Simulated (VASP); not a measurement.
Here is the system:

```yaml
crystal:
  lattice:
    - [0.00000, 3.06000, 3.06000]
    - [3.06000, 0.00000, 3.06000]
    - [3.06000, 3.06000, 0.00000]
  atoms:
    - { symbol: Pb, position: [0.00000, 0.00000, 0.00000] }
    - { symbol: Se, position: [0.50000, 0.50000, 0.50000] }
```

The numbers are results of PBE GGA, VASP's PBE PAW potentials (set 64) (plane waves; VASP), not measurements. Settings: PREC = Normal, 500 eV cut-off, 6×6×6 Γ-centred mesh, Gaussian smearing of 0.010 eV, potentials Pb_d_GW Se_GW.

Task: Give the stress tensor in GPa (positive for a compressed cell).

Result: 
```
2.34  0.00  0.00
0.00  2.34  0.00
0.00  0.00  2.34
```
The pressure is its mean diagonal, 2.34 GPa.

The compound is PbSe in the rock salt structure. The cell was not relaxed at this level.
